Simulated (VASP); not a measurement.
Here is the system:

```
CELL_PARAMETERS angstrom
      0.00000     2.39280     2.39280
      2.39280     0.00000     2.39280
      2.39280     2.39280     0.00000
ATOMIC_POSITIONS crystal
  Na 0.00000 0.00000 0.00000
  H  0.50000 0.50000 0.50000
```

Level of theory: revTPSS meta-GGA, VASP's PBE PAW potentials (set 64) (plane waves; VASP). Run with 520 eV cut-off, 11×11×11 Γ-centred mesh, tetrahedra with Blöchl corrections, potentials Na_pv H.

**Question.** Give the energies of bands 4 to 6 at the high-symmetry points, in eV from the valence-band maximum.

**Answer.** 
```
band      Γ      X      U      L     W
----  -----  -----  -----  -----  ----
4     -3.65  -0.17  -0.11  -0.86  0.00
5     11.52   5.19   5.91   4.37  6.63
6     16.56  10.58   7.05  11.62  6.63
```

The gap is indirect, 4.37 eV, from the valence maximum at W to the conduction minimum at L.

The compound is NaH in the rock salt structure. It was relaxed first, which changed the volume by -6 %.
